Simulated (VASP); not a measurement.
An input for Ansatz (written as the equivalent of a VASP run, and not itself run):

Ansatz 0.2 input:
```yaml
crystal:
  lattice:
    - [0.0000000, 2.2660700, 2.2660700]
    - [2.2660700, 0.0000000, 2.2660700]
    - [2.2660700, 2.2660700, 0.0000000]
  atoms:
    - { symbol: B, position: [0.0000000, 0.0000000, 0.0000000] }
    - { symbol: P, position: [0.2500000, 0.2500000, 0.2500000] }
kpoints:
  mp_grid: { grid: [9, 9, 9] }
hamiltonian:
  xc: lda
  pseudopotentials: { kind: paw }
scf:
  occupations: { method: gaussian, width: 0.05 }
  max_iter: 100
relax:
  max_steps: 60
  f_tol: 0.01
  cell: {}
output: { forces: true, stress: true, eigenvalues: true }
```

Q: Translate this input to VASP (INCAR, KPOINTS, POSCAR, choice of POTCAR).

A: One answer among several that fit: 
KPOINTS:
```
Automatic mesh
0
Gamma
9 9 9
0 0 0
```

INCAR:
```
! general
SYSTEM = BP
PREC   = Accurate
ENCUT  = 520
LREAL  = .FALSE.
LASPH  = .TRUE.

! electronic loop
EDIFF  = 1E-6
NELM   = 100
ALGO   = Normal

! smearing
ISMEAR = 0
SIGMA  = 0.05

! ions
IBRION = 2
NSW    = 60
ISIF   = 3
EDIFFG = -0.01

! output
LWAVE  = .FALSE.
LCHARG = .FALSE.
```

File POSCAR:
```
BP
1
    0.0000000000     2.2660700000     2.2660700000
    2.2660700000     0.0000000000     2.2660700000
    2.2660700000     2.2660700000     0.0000000000
B P
1 1
Direct
  0.0000000000   0.0000000000   0.0000000000
  0.2500000000   0.2500000000   0.2500000000
```

POTCAR, in this order: B P (LDA.64 set). Program: vasp_std.

What does not carry over: each code has its own PAW files, so the cut-off isn't converted (ENCUT is set for VASP's; basis.ecutwfc is left out, and Ansatz then takes the one that its files recommend); Ansatz stops its SCF on the density residual and VASP on the energy change (EDIFF); Ansatz's lda is the Perdew-Wang form, while the LDA potentials of VASP carry Perdew-Zunger's.

The structure comes from a computed database's BP entry (F-43m); how it stands against other phases isn't given here. This run relaxes it. Symmetry was kept, so distortions that lower it aren't found.
